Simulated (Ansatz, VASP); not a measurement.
# Si2Mo in two plane-wave programs

Wanted: the spread between two codes on one cell, functional and k mesh. The cell is taken from a series of runs on this material, whose earlier steps may have relaxed, scaled, displaced or heated it; both programs get it as it stands.

Calculated with Ansatz 0.2.0; plane waves, with VASP 6.6.1 beside it; relaxation of cell and atoms at PBE.

## (1) Starting point

The structure is tetragonal, space group I4/mmm (No. 139). Conventional cell: a = 3.217 Å, b = 3.217 Å, c = 7.874 Å, α = 90.00°, β = 90.00°, γ = 90.00°. Nearest to Si lie 5 Si at 2.60 to 2.64 Å and 5 Mo at 2.62 to 2.64 Å. Mo has 10 Si at 2.62 to 2.64 Å nearest. Farther neighbours are not listed.

Coordinates:

```cif
data_structure
_symmetry_space_group_name_H-M 'P 1'
_symmetry_Int_Tables_number 1
_cell_length_a 4.5466
_cell_length_b 4.5466
_cell_length_c 4.5466
_cell_angle_alpha 138.566
_cell_angle_beta 138.566
_cell_angle_gamma 60.037
_cell_volume 40.74
loop_
_atom_site_label
_atom_site_type_symbol
_atom_site_fract_x
_atom_site_fract_y
_atom_site_fract_z
_atom_site_occupancy
Si1 Si 0.33509 0.33509 0.00000 1
Si2 Si 0.66491 0.66491 0.00000 1
Mo3 Mo 0.00000 0.00000 0.00000 1
```

## (2) Ansatz: relaxation of cell and atoms, PBE

Ansatz runs on its default PAW (the set named soft_2) files.

The relaxed volume is the usual yardstick between codes: in a stiff, nearly cubic crystal its relative difference is about their pressure difference at one cell divided by the bulk modulus.

File input.yaml:

```yaml
crystal:
  lattice:
    - [-1.6083640801, 1.6083640801, 3.9367668807]
    - [1.6083640801, -1.6083640801, 3.9367668807]
    - [1.6083640801, 1.6083640801, -3.9367668807]
  atoms:
    - { symbol: Si, position: [0.3350896242, 0.3350896242, 0.0] }
    - { symbol: Si, position: [0.6649103758, 0.6649103758, 0.0] }
    - { symbol: Mo, position: [0.0, 0.0, 0.0] }
kpoints:
  mp_grid: { grid: [12, 12, 12] }
hamiltonian:
  xc: pbe
scf:
  occupations: { method: methfessel_paxton, width: 0.2 }
output:
  forces: true
  stress: true
  eigenvalues: true
relax:
  adjacent_minimum: "off"
  f_tol: 0.001
  max_steps: 60
  cell: { stress_tol: 0.01 }
```

The run is started by

```sh
$ ansatz run input.yaml --threads 4 --pin off --max-ram 8192MiB --backend cpu --events-out ev --progress --plain --runs-dir out
```

Numbers of over 12 decimals in the logs are rounded to 6 here.

The log of the run:

```text
Engine: ansatz 0.2.0, aarch64-unknown-linux-gnu
Pseudopotentials: kind: paw
Pseudopotential: Si, paw, valence charge 4, recommended cutoff 420 eV (normal), Si.paw.azcp
Pseudopotential: Mo, paw, valence charge 14, recommended cutoff 420 eV (normal), Mo.paw.azcp
Functional definition: PBE
  parameter kappa = 0.804
  parameter beta = 0.066725
  exchange = pbe_x(kappa = kappa, mu = beta*pi^2/3)
  correlation = pbe_c(beta = beta)
Crystal: 3 atoms, lattice volume = 40.735 Å³
Basis set: ecut = 420 eV, 793 PW (Γ), exchange–correlation on 64×64×64 points (8 copies of the dense FFT grid, shifted against one another)
Bands: 15, of which v1, the nominal top of the filled ones, is band 11 counted from 1 (10 counted from 0)
Symmetry: 16 space group operations
Space group: I4/mmm (ITA 139), of the structure as read, at distance tolerance 3.4e-5 Å
k-points: 163 of 1728
Non-local potential: Si, projectors of the file, l = 0: 2, l = 1: 2, l = 2: 2
Non-local potential: Mo, projectors of the file, l = 0: 3, l = 1: 2, l = 2: 2, l = 3: 1
PAW form: soft (Blöchl's): semilocal exchange-correlation on the pseudo side does not see the compensation charge
PAW one-centre angular grid: Si, 110 points (default); XC on 64 Gauss nodes
PAW one-centre angular grid: Mo, 590 points (default); XC on 64 Gauss nodes
Initial density: superposition of atomic densities (neutral atoms: chi_scale 0, normalization atom), corrected by the library's trained network
Initial wavefunctions: pseudopotential atomic-orbital guess
Functional: x = pbe(κ = 0.804, μ = 0.219515), c = pbe(β = 0.066725)
SCF iter   1: F=—  HF=-6229.125870 eV  |F-HF|=—  |Δ(HF+E_count)|=         —  Δρ=4.36e-3  dr2=6.89e-3  ethr=1.77e-3  ⟨swp⟩=5.0  Hψ=13309  notcnv=0
preconditioner: auto → Kerker (q_TF=auto, 2.462 Å⁻¹)  [metal: Δε(μ)=0.068 eV  Ē_g=7.648 eV  σ=0.200 eV  W_gap=0.28  n_scr=10 (ndim 8)  ℏωp=21.8 eV  f_vac=0.000  D(μ)=0.27/eV (n_scr^D=0)]
SCF iter   2: F=—  HF=-6229.125139 eV  |F-HF|=—  |Δ(HF+E_count)|=   7.30e-4  S|Δr|=    0.00e0  Δρ=2.31e-3  dr2=1.89e-3  ethr=3.13e-5  ⟨swp⟩=1.2  Hψ=3817  notcnv=0
SCF iter   3: F=—  HF=-6229.124860 eV  |F-HF|=—  |Δ(HF+E_count)|=   2.80e-4  S|Δr|=    0.00e0  Δρ=4.80e-4  dr2=1.70e-4  ethr=8.57e-6  ⟨swp⟩=2.5  Hψ=4137  notcnv=0
SCF iter   4: F=—  HF=-6229.124827 eV  |F-HF|=—  |Δ(HF+E_count)|=   3.32e-5  S|Δr|=    0.00e0  Δρ=1.39e-4  dr2=6.27e-6  ethr=7.74e-7  ⟨swp⟩=2.3  Hψ=3200  notcnv=0
SCF iter   5: F=—  HF=-6229.124828 eV  |F-HF|=—  |Δ(HF+E_count)|=   1.53e-6  S|Δr|=    0.00e0  Δρ=2.37e-5  dr2=2.22e-7  ethr=2.85e-8  ⟨swp⟩=2.1  Hψ=3430  notcnv=0
SCF iter   6: F=-6229.124828 eV  HF=-6229.124828 eV  |F-HF|=1.56e-9  |Δ(HF+E_count)|=   6.34e-9  S|Δr|=    0.00e0  Δρ=4.28e-6  dr2=5.73e-9  ethr=4.55e-10  ⟨swp⟩=4.9  Hψ=10213  notcnv=0
SCF 1 converged in 6 iterations: F = -6229.124828 eV  dr2 = 5.73e-9
  greatest PAW one-centre occupation: 0.998 electrons in one spin orbital (limit 2), on the Mo atom at site 2 (counted from 0), in its partial waves of l = 0
relax step   1: F+E_penalty+E_count = -6229.12482810 eV  Δ(F+E_penalty+E_count) = +0.000e0 eV  max|allowed force component| = 4.863e-3 eV/Å  Δτ_max = 0.0000 Å  P = +0.000 GPa  Ω = 40.735 Å³  (6 SCF iters, dr2 threshold 1.00e-7 eV, accepted)
[...]
relax step   2: F+E_penalty+E_count = -6229.12482943 eV  Δ(F+E_penalty+E_count) = -1.326e-6 eV  max|allowed force component| = 9.225e-4 eV/Å  Δτ_max = 0.0002 Å  P = -0.002 GPa  Ω = 40.737 Å³  energy of the carried Pulay correction = -4.593e-7 eV  (3 SCF iters, dr2 threshold 3.72e-9 eV, accepted)
[...]
relax step   3: F+E_penalty+E_count = -6229.12482974 eV  Δ(F+E_penalty+E_count) = -3.108e-7 eV  max|allowed force component| = 4.110e-4 eV/Å  Δτ_max = 0.0000 Å  P = +0.001 GPa  Ω = 40.736 Å³  energy of the carried Pulay correction = -3.360e-7 eV  (4 SCF iters, dr2 threshold 5.85e-10 eV, accepted)
[...]
relax step   4: F+E_penalty+E_count = -6229.12482997 eV  Δ(F+E_penalty+E_count) = -2.312e-7 eV  max|allowed force component| = 4.111e-4 eV/Å  Δτ_max = 0.0000 Å  P = +0.001 GPa  Ω = 40.736 Å³  stress off target by 1.86e-3 GPa  SCF on the basis re-selected at this cell (its energy is not comparable with the rows above)  (4 SCF iters)
basis re-selected at this cell: Δ(F+E_penalty+E_count) = -2.312e-7 eV, ΔP = +0.000 GPa vs the last step (what re-selecting the basis moved, of the pressure what is left beyond the Pulay correction that the steps carried, after the strain that the cell walked since its last selection, with what the two solves' SCF thresholds leave and, on support functions, any second-order correction that the steps lacked; it is no m [...]
SCF converged after 4 iterations
Stability not checked: this state was not tested for a lower state beside it, because cold or Methfessel-Paxton smearing, or corrected tetrahedra, fill the levels in a way that the test cannot read (fill_not_monotonic; see scf.lower_state_search)
Free energy (F): -6229.124830 eV
Harris-Foulkes:  -6229.124830 eV  (|F-HF|=0.00e0)
Internal energy: -6229.124860 eV  (E = F + TS)
E sigma→0 (E₀):  -6229.124838 eV
Entropy (-TS):   0.000030 eV (0.010 meV/atom)
Fermi energy:    15.732113 eV
--- Per-component energies (eV) ---
  E_band       = -51.138884
  E_kinetic    = 530.213533
  E_local      = -1158.077616  (includes V_loc(G=0)·N_el)
  E_nonlocal   = 192.519785
  E_hartree    = 430.687524
  E_xc         = -298.079070
  E_vxc        = -328.299715  (∫ρ·V_xc dr)
  E_paw        = -4226.711728  (= ΣΔE_a)
  E_vpaw       = -148.869958  (= ΣTr[D̂ρ^β])
  E_aug_tail   = 0.000040  (compensation charges beyond the density's cutoff)
  E_ewald      = -1699.677330
  E_smearing   = 0.000030  (= −TS)
  E_closure    = 0.000000  (closes the sum)
  Σ components = -6229.124830   (vs F -6229.124830, Δ=0.00e0)
--- Forces (eV/Å), atoms counted from 1 ---
  atom   1  Si     0.00000000     0.00000000     0.00041106
  atom   2  Si    -0.00000000    -0.00000000    -0.00041106
  atom   3  Mo    -0.00000000     0.00000000     0.00000000
  max |Σ_I F_I| component: 2.78e-17 eV/Å
--- Stress (GPa, compression-positive) ---
       -0.000130       0.000000      -0.000000
        0.000000      -0.000130       0.000000
        0.000000       0.000000       0.001862
  P = ⅓ Tr σ = 0.0005 GPa (0.005 kbar)
--- Band table (eV; the first three rows and the last of 163) ---
  k-point 0: bands = [... 7 lower, 12.7537, 13.1595, 13.1595, 16.0994, 18.8171, 18.9884, 19.2124, 19.2124]
  k-point 1: bands = [... 7 lower, 12.6508, 12.8100, 13.8611, 15.3371, 18.2402, 19.0174, 19.2965, 19.3092]
  k-point 2: bands = [... 7 lower, 11.6186, 12.9940, 13.8928, 14.4253, 17.9116, 19.0463, 19.4585, 19.4695]
  k-point 162: bands = [... 7 lower, 13.5941, 15.1751, 15.1751, 15.2598, 15.2598, 16.2301, 20.4368, 20.7298]
--- Relaxed structure (3 steps of the walk, 3 accepted, 1 SCFs on fresh bases) ---
  F+E_penalty+E_count = -6229.12482997 eV   max|allowed force component| = 4.111e-4 eV/Å   (the final SCF, on the basis selected at the relaxed cell)
  cell:  # Å, volume = 40.7364 Å³
    - [-1.608468, 1.608468, 3.936390]
    - [1.608468, -1.608468, 3.936390]
    - [1.608468, 1.608468, -3.936390]
  atoms:
    - { symbol: Si, position: [0.335120, 0.335120, 0] }
    - { symbol: Si, position: [0.664880, 0.664880, 0] }
    - { symbol: Mo, position: [0, 0, 0] }
```

In the SCF lines HF is the Harris–Foulkes energy and dr2 the Hartree energy of the density residual, in eV; the loop may stop once dr2 is under the threshold and the program's other checks hold. Hψ counts applications of the Hamiltonian.

## (3) VASP: relaxation of cell and atoms, PBE

The same cell, functional, mesh and smearing now go to VASP, with its own data sets.

Lines of VASP's logs that name or quote its potential files are left out, and so is its time.

File INCAR:

```
SYSTEM = Si2Mo
PREC = Accurate
ENCUT = 500
EDIFF = 1E-07
NELM = 120
ISMEAR = 1
SIGMA = 0.2
LREAL = .FALSE.
ALGO = Normal
GGA = PE
NBANDS = 17
LASPH = .TRUE.
LORBIT = 11
LWAVE = .FALSE.
LCHARG = .FALSE.
ISIF = 3
IBRION = 2
NSW = 80
EDIFFG = -0.005
GGA_COMPAT = .FALSE.
NELMIN = 4
```

File POSCAR:

```
Si2Mo
1.0
   -1.6083640000      1.6083640000      3.9367670000
    1.6083640000     -1.6083640000      3.9367670000
    1.6083640000      1.6083640000     -3.9367670000
Si Mo
2 1
Direct
    0.3350895544      0.3350895544      0.0000000000
    0.6649103185      0.6649103185      0.0000000000
    0.0000000000      0.0000000000      0.0000000000
```

File KPOINTS:

```
Automatic mesh
0
Gamma
12 12 12
0 0 0
```

Potentials, in the order of the species: Si and Mo_sv (PBE family, release 64).

The run is started by

```sh
$ mpirun -np 1 vasp_std
```

The log of the run:

```text
[banner, memory and clock lines left out]
running    1 mpi-ranks, on    1 nodes
 distrk:  each k-point on    1 cores,    1 groups
 distr:  one band on    1 cores,    1 groups

 POSCAR found type information on POSCAR SiMo
 POSCAR found :  2 types and       3 ions
 LDA part: xc-table for (Slater+PW92), standard interpolation
 POSCAR, INCAR and KPOINTS ok, starting setup
 FFT: planning ... GRIDC
 FFT: planning ... GRID_SOFT
 FFT: planning ... GRID
 WAVECAR not read
 entering main loop
       N       E                     dE             d eps       ncg     rms          rms(c)
DAV:   1     0.117986736128E+03    0.11799E+03   -0.11170E+04  5542   0.120E+03
DAV:   2    -0.214535252743E+02   -0.13944E+03   -0.13713E+03  6900   0.304E+02
DAV:   3    -0.241607620342E+02   -0.27072E+01   -0.26824E+01  6858   0.385E+01
DAV:   4    -0.241759909966E+02   -0.15229E-01   -0.15218E-01  6866   0.318E+00
DAV:   5    -0.241760964643E+02   -0.10547E-03   -0.10546E-03  6814   0.267E-01    0.209E+01
DAV:   6    -0.234279101968E+02    0.74819E+00   -0.65911E+00  5983   0.166E+01    0.452E+00
DAV:   7    -0.232962636760E+02    0.13165E+00   -0.10114E+00  5832   0.609E+00    0.434E+00
DAV:   8    -0.232617758371E+02    0.34488E-01   -0.10840E-01  6001   0.250E+00    0.453E-01
DAV:   9    -0.232610833751E+02    0.69246E-03   -0.21496E-03  7045   0.383E-01    0.251E-01
DAV:  10    -0.232610438378E+02    0.39537E-04   -0.62928E-04  6270   0.216E-01    0.552E-02
DAV:  11    -0.232610295395E+02    0.14298E-04   -0.23267E-04  6037   0.115E-01    0.444E-02
DAV:  12    -0.232610250596E+02    0.44798E-05   -0.29008E-05  5920   0.382E-02    0.846E-03
DAV:  13    -0.232610246791E+02    0.38056E-06   -0.59317E-07  6382   0.665E-03    0.179E-03
DAV:  14    -0.232610245111E+02    0.16799E-06   -0.75394E-08  3239   0.174E-03    0.737E-04
DAV:  15    -0.232610244778E+02    0.33294E-07   -0.41417E-09  2957   0.445E-04
   1 F= -.23261024E+02 E0= -.23261043E+02  d E =-.232610E+02
 curvature:   0.00 expect dE= 0.000E+00 dE for cont linesearch  0.000E+00
 trial: gam= 0.00000 g(F)=  0.433E-07 g(S)=  0.882E-04 ort = 0.000E+00 (trialstep = 0.100E+01)
 search vector abs. value=  0.882E-04
 bond charge predicted
       N       E                     dE             d eps       ncg     rms          rms(c)
DAV:   1    -0.232620372390E+02   -0.10127E-02   -0.22381E-02  5732   0.150E+00    0.373E-01
DAV:   2    -0.232612025419E+02    0.83470E-03   -0.81497E-03  5726   0.643E-01    0.962E-02
DAV:   3    -0.232610242567E+02    0.17829E-03   -0.80461E-04  5722   0.156E-01    0.307E-02
DAV:   4    -0.232610061082E+02    0.18149E-04   -0.62170E-05  6055   0.684E-02    0.197E-02
DAV:   5    -0.232610045672E+02    0.15410E-05   -0.39852E-06  6859   0.172E-02    0.123E-02
DAV:   6    -0.232610032624E+02    0.13048E-05   -0.12458E-06  6316   0.583E-03    0.110E-03
DAV:   7    -0.232610031677E+02    0.94642E-07   -0.36198E-08  2926   0.128E-03
   2 F= -.23261003E+02 E0= -.23261025E+02  d E =0.213101E-04
 trial-energy change:    0.000021  1 .order    0.000018   -0.000088    0.000124
 step:   0.3930(harm=  0.4153)  dis= 0.00001  next Energy=   -23.261042 (dE=-0.171E-04)
 bond charge predicted
       N       E                     dE             d eps       ncg     rms          rms(c)
DAV:   1    -0.232614181377E+02   -0.41488E-03   -0.82396E-03  5730   0.912E-01    0.228E-01
DAV:   2    -0.232611065902E+02    0.31155E-03   -0.29624E-03  5717   0.389E-01    0.584E-02
DAV:   3    -0.232610439514E+02    0.62639E-04   -0.29032E-04  5707   0.940E-02    0.188E-02
DAV:   4    -0.232610392549E+02    0.46965E-05   -0.22771E-05  6055   0.416E-02    0.123E-02
DAV:   5    -0.232610406541E+02   -0.13992E-05   -0.14263E-06  6852   0.103E-02    0.751E-03
DAV:   6    -0.232610414566E+02   -0.80256E-06   -0.43547E-07  5799   0.344E-03    0.652E-04
DAV:   7    -0.232610415080E+02   -0.51386E-07   -0.13878E-08  2840   0.798E-04
   3 F= -.23261042E+02 E0= -.23261061E+02  d E =-.170302E-04
 curvature:  -0.21 expect dE=-0.526E-06 dE for cont linesearch -0.476E-07
 trial: gam=-0.02226 g(F)=  0.465E-06 g(S)=  0.207E-05 ort = 0.450E-05 (trialstep = 0.879E+00)
 search vector abs. value=  0.238E-05
 reached required accuracy - stopping structural energy minimisation
```

Parts of OUTCAR (step 3):

```text
ion  position               nearest neighbor table
   1  0.335  0.335  0.000-   2 2.60   3 2.62   3 2.62   3 2.62   3 2.62   3 2.64   2 2.64   2 2.64
                             2 2.64   2 2.64
   2  0.665  0.665  0.000-   1 2.60   3 2.62   3 2.62   3 2.62   3 2.62   3 2.64   1 2.64   1 2.64
                             1 2.64   1 2.64
   3  0.000  0.000  0.000-   2 2.62   2 2.62   2 2.62   2 2.62   1 2.62   1 2.62   1 2.62   1 2.62
                             1 2.64   2 2.64

  LATTYP: Found a body centered tetragonal cell.
 ALAT       =     3.2167280000
 C/A-ratio  =     2.4476841063

 Subroutine GETGRP returns: Found 16 space group operations
 (whereof 16 operations were pure point group operations)

The static configuration has the point symmetry D_4h.

 Found    163 irreducible k-points:

   k-points           NKPTS =    163   k-points in BZ     NKDIM =    163   number of bands    NBANDS=     17

   dimension x,y,z NGX =    36 NGY =   36 NGZ =   36
   dimension x,y,z NGXF=    72 NGYF=   72 NGZF=   72

   ENCUT  =  500.0 eV  36.75 Ry    6.06 a.u.   8.29  8.29  8.29*2*pi/ulx,y,z

   NELECT =      22.0000    total number of electrons

 k-points in reciprocal lattice and weights: Automatic mesh
   0.00000000  0.00000000  0.00000000       0.001
   0.08333333 -0.00000000  0.00000000       0.005
   0.16666667 -0.00000000  0.00000000       0.005
   0.25000000 -0.00000000  0.00000000       0.005
   0.33333333 -0.00000000  0.00000000       0.005
   0.41666667  0.00000000  0.00000000       0.005
   0.50000000 -0.00000000  0.00000000       0.002
   0.08333333  0.08333333  0.00000000       0.005
   0.16666667  0.08333333  0.00000000       0.009
[...]
-0.41666667 -0.41666667  0.41666667       0.001
   0.50000000  0.50000000  0.50000000       0.001

 average (electrostatic) potential at core
       1 -77.6843       2 -77.6843       3 -69.3753

 E-fermi :  12.0510

 k-point     1 :       0.0000    0.0000    0.0000
  band No.  band energies     occupation
    ...
      6       5.7588      2.00000
      7       8.6375      2.00000
      8       9.0762      2.00000
      9       9.4788      2.00000
     10       9.4788      2.00000
     11      12.4193     -0.02576
     12      15.1269     -0.00000
     13      15.3075     -0.00000
     14      15.5296     -0.00000
     15      15.5296     -0.00000
    ...

 k-point     2 :       0.0833   -0.0000    0.0000
  band No.  band energies     occupation
    ...
      7       8.2299      2.00000
      8       9.0834      2.00000
      9       9.5618      2.00000
     10       9.6918      2.00000
     11      12.0507      1.00193
     12      14.6280     -0.00000
     13      14.9576     -0.00000
     14      15.5885     -0.00000
     15      15.9046     -0.00000
     16      16.4331      0.00000
    ...

 k-point     3 :       0.1667   -0.0000    0.0000
  band No.  band energies     occupation
    ...
      7       7.5533      2.00000
      8       9.0230      2.00000
      9       9.7955      2.00000
     10       9.9148      2.00000
     11      11.3515      2.00001
     12      13.9092     -0.00000
     13      14.3201     -0.00000
     14      16.1445      0.00000
     15      16.2728      0.00000
     16      16.8683      0.00000
    ...

  Total        0.0051876      0.0051876     -0.0086526      0.0000000      0.0000000      0.0000000
  in kB        0.2038755      0.2038755     -0.3400549      0.0000000      0.0000000      0.0000000
  external PRESSURE =       0.0225654 kB  Pullay stress =       0.0000000 kB

  energy-cutoff  :      500.00
  volume of cell :       40.77
      direct lattice vectors                 reciprocal lattice vectors
    -1.608859259  1.608859259  3.937441612     0.000000000  0.310779204  0.126986010
     1.608859259 -1.608859259  3.937441612     0.310779204  0.000000000  0.126986010
     1.608859259  1.608859259 -3.937441612     0.310779204  0.310779204  0.000000000

 POSITION                                       TOTAL-FORCE (eV/Angst)
 -----------------------------------------------------------------------------------
      0.00000      0.00000      2.63880         0.000000      0.000000      0.002196
      0.00000      0.00000      5.23608         0.000000      0.000000     -0.002196
      0.00000      0.00000      0.00000        -0.000000     -0.000000     -0.000000
 -----------------------------------------------------------------------------------
    total drift:                               -0.000000     -0.000000     -0.000078

  FREE ENERGIE OF THE ION-ELECTRON SYSTEM (eV)
  ---------------------------------------------------
  free  energy   TOTEN  =       -23.2610415080 eV

  energy  without entropy=      -23.2611006447  energy(sigma->0) =      -23.26106122

 reached required accuracy - stopping structural energy minimisation

 total charge
# of ion       s       p       d       tot
------------------------------------------
    1        0.741   0.869   0.000   1.610
    2        0.741   0.869   0.000   1.610
    3        2.281   6.202   4.161  12.644
--------------------------------------------------
tot          3.764   7.939   4.161  15.864

[... 3 further parts left out ...]
```

CONTCAR:

```
Si2Mo
   1.00000000000000
    -1.6088592591413056    1.6088592591413056    3.9374416118279161
     1.6088592591413056   -1.6088592591413056    3.9374416118279161
     1.6088592591413056    1.6088592591413056   -3.9374416118279161
  Si              Mo
     2     1
Direct
     0.3350911688612964    0.3350911688612964    0.0000000000000000
     0.6649087040387019    0.6649087040387019    0.0000000000000000
     0.0000000000000000    0.0000000000000000    0.0000000000000000
```

The run keeps the 16 symmetry operations of its start, so it cannot find a distortion of lower symmetry.

## (4) Comparison

Known differences besides the potentials themselves: the cutoff is 420 eV in Ansatz and 500 eV in VASP; Ansatz adds a Pulay correction to the stress that steers its cell, VASP none. Total energies have different zeros and are not compared.

Compared:

```
                                         quantity  Ansatz   VASP  difference
                                      volume (Å³)   40.74  40.77     -0.08 %
edge a after relaxation, in the typed setting (Å)   4.546  4.548     -0.03 %
```

## (5) Outcome

```yaml
difference_in_volume_relaxation_of_cell_and_atoms_pbe: -0.075 %
```

In words: The difference in volume is -0.075 % (relaxation of cell and atoms, PBE), within the 1.2 % picked in this series as the mark of a large difference, as far as the stopping tolerances let one tell. Such differences can come from data sets, numerical settings and the points named under the comparisons, not from the functional's error against experiment.

[Lines on the potential files, build, host, timing and source positions are cut from VASP's logs without a mark.]

[Logs are printed without paths, hosts, clocks, repeated set-up lines and the standing remarks that a program may print on its own settings, such as how far it seeks lower states.]

[Hosts, paths, dates, database ids (printed as entryN), source tags and the programs' standing remarks are cut or masked in the printed files.]
